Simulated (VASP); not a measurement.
An input for Quantum ESPRESSO's pw.x (written as the equivalent of a VASP run, and not itself run):

```
&CONTROL
  calculation = 'scf'
  pseudo_dir = './pseudo'
  outdir = './out'
  tprnfor = .true.
  tstress = .true.
/
&SYSTEM
  ibrav = 0
  nat = 6
  ntyp = 2
  ecutwfc = 78
  occupations = 'smearing'
  smearing = 'gaussian'
  degauss = 0.00735
  input_dft = 'pz'
/
&ELECTRONS
  conv_thr = 7.3e-08
  electron_maxstep = 100
/
ATOMIC_SPECIES
  Sc 44.956 Sc.upf
  Al 26.982 Al.upf
CELL_PARAMETERS angstrom
     0.0000000    3.7776550    3.7776550
     3.7776550    0.0000000    3.7776550
     3.7776550    3.7776550    0.0000000
ATOMIC_POSITIONS crystal
  Sc   0.5000000  0.5000000  0.5000000
  Sc   0.7500000  0.7500000  0.7500000
  Al   0.1250000  0.1250000  0.1250000
  Al   0.6250000  0.1250000  0.1250000
  Al   0.1250000  0.1250000  0.6250000
  Al   0.1250000  0.6250000  0.1250000
K_POINTS automatic
  6 6 6 0 0 0
```

Question: Translate this input to VASP (INCAR, KPOINTS, POSCAR, choice of POTCAR).

Answer: Several could match; the one computed here: 
INCAR:
```
SYSTEM = ScAl2
PREC = Accurate
ENCUT = 300
EDIFF = 1E-6
NELM = 100
ALGO = Normal
LREAL = .FALSE.
LASPH = .TRUE.
ISMEAR = 0
SIGMA = 0.1
LMAXMIX = 4
LWAVE = .FALSE.
LCHARG = .FALSE.
ISIF = 2
```

### POSCAR
```
ScAl2
5.3424110
  0.0000000000   0.7071067726   0.7071067726
  0.7071067726   0.0000000000   0.7071067726
  0.7071067726   0.7071067726   0.0000000000
Sc Al
2 4
Cart
  0.7071067726   0.7071067726   0.7071067726
  1.0606601589   1.0606601589   1.0606601589
  0.1767766931   0.1767766931   0.1767766931
  0.1767766931   0.5303300794   0.5303300794
  0.5303300794   0.5303300794   0.1767766931
  0.5303300794   0.1767766931   0.5303300794
```

**KPOINTS**
```
Regular mesh
0
Gamma
  6 6 6
```

POTCAR, in this order: Sc_sv Al (LDA.64 set). Program: vasp_std.

Limits of the translation: the potentials are each code's own (VASP's PAW set, PseudoDojo norm-conserving files in pw.x), so ENCUT and ecutwfc are chosen apart and not converted; conv_thr bounds pw.x's estimated SCF error, while EDIFF bounds the energy change between steps.

The structure comes from a computed database's ScAl2 entry (Fd-3m); how it stands against other phases isn't given here. The cell was not relaxed at this level.
